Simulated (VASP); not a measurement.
An input for Quantum ESPRESSO's pw.x (written as the equivalent of a VASP run, and not itself run):

```
&CONTROL
  calculation = 'vc-relax'
  pseudo_dir = './pseudo'
  outdir = './out'
  tprnfor = .true.
  tstress = .true.
  nstep = 60
  forc_conv_thr = 0.00039
/
&SYSTEM
  ibrav = 0
  nat = 1
  ntyp = 1
  ecutwfc = 74
  occupations = 'smearing'
  smearing = 'methfessel-paxton'
  degauss = 0.00735
  input_dft = 'vdw-df-obk8'
/
&ELECTRONS
  conv_thr = 7.3e-08
  electron_maxstep = 100
/
&IONS
/
&CELL
/
ATOMIC_SPECIES
  W 183.840 W.upf
CELL_PARAMETERS angstrom
    -1.5800000    1.5800000    1.5800000
     1.5800000   -1.5800000    1.5800000
     1.5800000    1.5800000   -1.5800000
ATOMIC_POSITIONS crystal
  W    0.0000000  0.0000000  0.0000000
K_POINTS automatic
  15 15 15 0 0 0
```

**Question.** Write the VASP files for the same calculation (optB88-vdW).

**Answer.** One answer among several that fit: 
INCAR:
```
SYSTEM = W
PREC = Accurate; ENCUT = 520; LREAL = .FALSE.
LASPH = .TRUE.
EDIFF = 1E-6; NELM = 100; ALGO = Normal
LMAXMIX = 6
ISMEAR = 1; SIGMA = 0.1
GGA = BO; LUSE_VDW = .TRUE.; AGGAC = 0.0
PARAM1 = 0.1833333333; PARAM2 = 0.22
IBRION = 2; NSW = 60; ISIF = 3
EDIFFG = -0.01
LWAVE = .FALSE.; LCHARG = .FALSE.
```

File POSCAR:
```
W
1.0
 -1.5800000000   1.5800000000   1.5800000000
  1.5800000000  -1.5800000000   1.5800000000
  1.5800000000   1.5800000000  -1.5800000000
W
1
Cart
  0.0000000000   0.0000000000   0.0000000000
```

### KPOINTS
```
Automatic
0
gamma
  15 15 15
0 0 0
```

POTCAR, in this order: W_sv (PBE.64 set). Program: vasp_std.

What does not carry over: the potentials are each code's own (VASP's PAW set, PseudoDojo norm-conserving files in pw.x), so ENCUT and ecutwfc are chosen apart and not converted; conv_thr bounds pw.x's estimated SCF error, while EDIFF bounds the energy change between steps; forc_conv_thr acts on force components and is met together with etot_conv_thr.

The compound is W in the bcc structure. This run relaxes it. Symmetry was kept, so distortions that lower it aren't found.
